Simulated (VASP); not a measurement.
VASP runs on AlCo share one base input (PBE GGA, plane waves, VASP's PBE PAW potentials (set 64)) and change the settings named in each case.

KPOINTS:
```
Regular mesh
0
G
 15 15 1
0 0 0
```

INCAR:
```
ALGO  =  Normal
DIPOL  =  0.5 0.5 0.5
EDIFF  =  1E-6
ENCUT  =  300
GGA  =  PE
IDIPOL  =  3
ISIF  =  2
ISMEAR  =  0
LASPH  =  .True.
LCHARG  =  .False.
LDIPOL  =  .True.
LMAXMIX  =  4
LREAL  =  .False.
LWAVE  =  .False.
NELM  =  100
PREC  =  Accurate
SIGMA  =  0.2
SYSTEM  =  AlCo
```

### POSCAR
```
AlCo
1
    2.8562820000     0.0000000000     0.0000000000
    0.0000000000     2.8562820000     0.0000000000
    0.0000000000     0.0000000000    22.0100000000
Al Co
4 4
Direct
  0.5000000000   0.5000000000   0.2726030000
  0.5000000000   0.5000000000   0.4025440000
  0.5000000000   0.5000000000   0.5324850000
  0.5000000000   0.5000000000   0.6624260000
  0.0000000000   0.0000000000   0.3375740000
  0.0000000000   0.0000000000   0.4675150000
  0.0000000000   0.0000000000   0.5974560000
  0.0000000000   0.0000000000   0.7273970000
```

POTCAR, in this order: Al Co (PBE.64 set). Program: vasp_std.

```
change         E(σ→0) (eV/atom)  largest force (eV/Å)  −TS (eV)
-------------  ----------------  --------------------  --------
base run                -5.6047                 0.801   -0.1578
ENCUT = 120              5.3249                 2.863   -0.0775
ENCUT = 150             -3.2176                 1.849   -0.1360
ENCUT = 180             -5.0565                 0.977   -0.1574
ENCUT = 210             -5.4990                 0.812   -0.1559
ENCUT = 240             -5.5810                 0.800   -0.1573
ENCUT = 270             -5.5998                 0.795   -0.1581
ENCUT = 345             -5.6052                 0.796   -0.1579
ENCUT = 390             -5.6042                 0.792   -0.1580
ENCUT = 450             -5.6038                 0.804   -0.1573
ENCUT = 525             -5.6039                 0.792   -0.1581
ENCUT = 600             -5.6038                 0.792   -0.1581
EDIFF = 1E-01           -5.6133                 1.309   -0.1231
```
 Energies of different potentials or functionals have different zeros.  The cell holds a wide vacuum, so values per volume refer to the whole cell.

Left out are runs that ran out of time, are held back, or changed the cell or the kind of run, fixed moments of cells without a moment, rows past the twelfth, gaps on odd meshes, pressures of charged cells and columns that move by less than the noise.

The cell is a sheet or thin cut with vacuum, built from a generated structure. The run is not spin-polarised, so no magnetic state was tried.
